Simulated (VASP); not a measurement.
Method: LDA (Ceperley-Alder, Perdew-Zunger), VASP's LDA PAW potentials (set 64) (plane waves; VASP 6.6.1).

The input files of a VASP run:

INCAR:
```
# general
SYSTEM   =  Y2Ni2Sn
PREC     =  Accurate
ENCUT    =  300
LREAL    =  F
LASPH    =  T

# electronic loop
EDIFF    =  1E-6
NELM     =  100
ALGO     =  Normal
LMAXMIX  =  4

# smearing
ISMEAR   =  -1
SIGMA    =  0.136

# ions
ISIF     =  2

# output
LWAVE    =  F
LCHARG   =  F
```

### POSCAR
```
Y2Ni2Sn
1
   -2.1357400000     2.7978350000     4.1464200000
    2.1357400000    -2.7978350000     4.1464200000
    2.1357400000     2.7978350000    -4.1464200000
Y Ni Sn
2 2 1
Direct
  0.7032200000   0.2032200000   0.5000000000
  0.2967800000   0.7967800000   0.5000000000
  0.7118000000   0.5000000000   0.2118000000
  0.2882000000   0.5000000000   0.7882000000
  0.0000000000   0.0000000000   0.0000000000
```

File KPOINTS:
```
Automatic
0
Gamma
5 5 5
0 0 0
```

POTCAR, in this order: Y_sv Ni Sn_d (LDA.64 set). Program: vasp_std.

Q: What will the output report for the number of irreducible k-points (NKPTS), largest plane-wave count, number of space-group operations, FFT grid (NGX, NGY, NGZ)?

A: 
The number of irreducible k-points (NKPTS) comes out as 27 and the largest plane-wave count is 1188. The number of space-group operations comes out as 8 and the FFT grid (NGX, NGY, NGZ) comes out as 32 × 32 × 32.

The structure comes from a computed database's Y2Ni2Sn entry (Immm); how it stands against other phases isn't given here. The cell was not relaxed at this level. The k-mesh is coarse (spacing up to 0.37 per Å, 2π included), so the numbers may not be converged in it. The run is one of a series of settings (GGA removed, POTCAR Y_sv Ni Sn_d (LDA.64 set) against the base run), some of them coarse on purpose. The run is not spin-polarised, so no magnetic state was tried.
